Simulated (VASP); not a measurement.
A convergence study with VASP on Pb (space group Fm-3m): a few settings are varied, all else stays as given below, so the limit is that of these other settings.

```yaml
crystal:
  lattice:
    - [0.00000, 2.46758, 2.46758]
    - [2.46758, 0.00000, 2.46758]
    - [2.46758, 2.46758, 0.00000]
  atoms:
    - { symbol: Pb, position: [0.00000, 0.00000, 0.00000] }
```

The numbers are results of PBE GGA, VASP's PBE PAW potentials (set 64) (plane waves; VASP 6.6.1), not measurements. The last row used: 300 eV cut-off, 20×20×20 Γ-centred mesh, Gaussian smearing of 0.010 eV, potentials Pb_d.

| setting | E (eV/atom) | pressure (GPa) | irreducible k-points |
|---|---|---|---|
| SIGMA = 1.0 | -3.5454 | 2.72 | 256 |
| SIGMA = 0.5 | -3.5471 | 2.33 | 256 |
| SIGMA = 0.3 | -3.5476 | 2.25 | 256 |
| SIGMA = 0.2 | -3.5475 | 2.23 | 256 |
| SIGMA = 0.1 | [?] | [?] | 256 |
| SIGMA = 0.05 | -3.5469 | 2.17 | 256 |
| SIGMA = 0.02 | -3.5469 | 2.15 | 256 |
| SIGMA = 0.01 | -3.5469 | [?] | 256 |

Question: Some entries are withheld; supply them.

Answer: 
- SIGMA = 0.01, pressure (GPa): 2.14
- SIGMA = 0.1, E (eV/atom): -3.5472
- SIGMA = 0.1, pressure (GPa): 2.20

Left out are rungs that failed or repeat a setting and relaxations that didn't move; long series are thinned to 24 rows.

The structure is a typed Pb crystal (space group no. 225). The cell was not relaxed at this level.
